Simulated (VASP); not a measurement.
Here is the system:

```
PbBrF
1.0
    4.18655     0.00000     0.00000
    0.00000     4.18655     0.00000
    0.00000     0.00000     7.65902
Pb Br F
2 2 2
Direct
  0.00000   0.50000   0.80949
  0.50000   0.00000   0.19051
  0.50000   0.00000   0.65221
  0.00000   0.50000   0.34779
  0.50000   0.50000   0.00000
  0.00000   0.00000   0.00000
```

Computed with r2SCAN meta-GGA, VASP's PBE PAW potentials (set 64) (plane waves; VASP). Settings: 520 eV cut-off, 6×6×4 Γ-centred mesh, tetrahedra with Blöchl corrections, potentials Pb_d Br F.

The cores are frozen, which limits the accuracy of field gradients.

**Question.** Give the principal components of the electric field gradient (V/Å²) and the asymmetry η at each nucleus.

**Answer.** 
```json
[
 {"atom": "Pb1", "Vxx": "-37.7", "Vyy": "-37.7", "Vzz": "75.4", "η": "0.00"},
 {"atom": "Pb2", "Vxx": "-37.7", "Vyy": "-37.7", "Vzz": "75.4", "η": "0.00"},
 {"atom": "Br3", "Vxx": "32.1", "Vyy": "32.1", "Vzz": "-64.2", "η": "0.00"},
 {"atom": "Br4", "Vxx": "32.1", "Vyy": "32.1", "Vzz": "-64.2", "η": "0.00"},
 {"atom": "F5", "Vxx": "1.6", "Vyy": "1.6", "Vzz": "-3.2", "η": "0.00"},
 {"atom": "F6", "Vxx": "1.6", "Vyy": "1.6", "Vzz": "-3.2", "η": "0.00"}
]
```

The structure comes from a computed database's PbBrF entry (P4/nmm); how it stands against other phases isn't given here. It was relaxed first.
